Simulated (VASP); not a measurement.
A convergence study with VASP on CeO2 (fluorite): a few settings are varied, all else stays as given below, so the limit is that of these other settings. The cell's lengths are 1 % over those of the tabulated start and one atom is moved, so it is off equilibrium.

```yaml
crystal:
  lattice:
    - [0.00000, 2.73205, 2.73205]
    - [2.73205, 0.00000, 2.73205]
    - [2.73205, 2.73205, 0.00000]
  atoms:
    - { symbol: Ce, position: [0.00000, 0.00000, 0.00000] }
    - { symbol: O, position: [0.25000, 0.25000, 0.25000] }
    - { symbol: O, position: [0.73891, 0.76109, 0.76109] }
```

Level of theory: PBEsol GGA, VASP's PBE PAW potentials (set 64) (plane waves; VASP). The last row used: LREAL = Auto, 700 eV cut-off, 6×6×6 Γ-centred mesh, Gaussian smearing of 0.050 eV, potentials Ce O.

Gaps are read on the run's mesh, which can miss a band edge.

| setting | E (eV/atom) | pressure (GPa) | largest force (eV/Å) | gap on the mesh (eV) | plane waves |
|---|---|---|---|---|---|
| ENCUT = 400, LREAL = .FALSE., PREC = Normal | -9.1816 | -11.36 | 0.400 | 1.951 | 754 |
| ENCUT = 500, LREAL = .FALSE., PREC = Normal | -9.1682 | -6.50 | 0.392 | 1.946 | 1056 |
| ENCUT = 600, LREAL = .FALSE., PREC = Normal | -9.1696 | -6.40 | 0.392 | 1.946 | 1380 |
| ENCUT = 700, LREAL = .FALSE., PREC = Normal | -9.1708 | -6.47 | 0.392 | 1.946 | 1736 |
| ENCUT = 500, LREAL = .FALSE., PREC = Accurate | -9.1682 | -6.49 | 0.392 | 1.946 | 1056 |
| ENCUT = 600, LREAL = .FALSE., PREC = Accurate | -9.1696 | -6.40 | 0.392 | 1.946 | 1380 |
| ENCUT = 400, LREAL = Auto, PREC = Normal | -9.1817 | -11.34 | 0.398 | 1.951 | 754 |
| ENCUT = 500, LREAL = Auto, PREC = Normal | -9.1675 | -6.25 | 0.392 | 1.946 | 1056 |
| ENCUT = 600, LREAL = Auto, PREC = Normal | -9.1698 | -6.42 | 0.393 | 1.946 | 1380 |
| ENCUT = 700, LREAL = Auto, PREC = Normal | -9.1705 | -6.48 | 0.387 | 1.946 | 1736 |
| ENCUT = 400, LREAL = Auto, PREC = Accurate | -9.1811 | -11.39 | 0.400 | 1.951 | 754 |
| ENCUT = 500, LREAL = Auto, PREC = Accurate | -9.1689 | -6.51 | 0.395 | 1.946 | 1056 |
| ENCUT = 600, LREAL = Auto, PREC = Accurate | -9.1697 | -6.39 | 0.392 | 1.946 | 1380 |
| ENCUT = 700, LREAL = Auto, PREC = Accurate | -9.1712 | -6.46 | 0.391 | 1.946 | 1736 |

Left out are rungs that failed or repeat a setting and relaxations that didn't move; long series are thinned to 24 rows.

The compound is CeO2 in the fluorite structure. The cell was not relaxed at this level, it is distorted from the ideal structure. The run is not spin-polarised, so no magnetic state was tried.
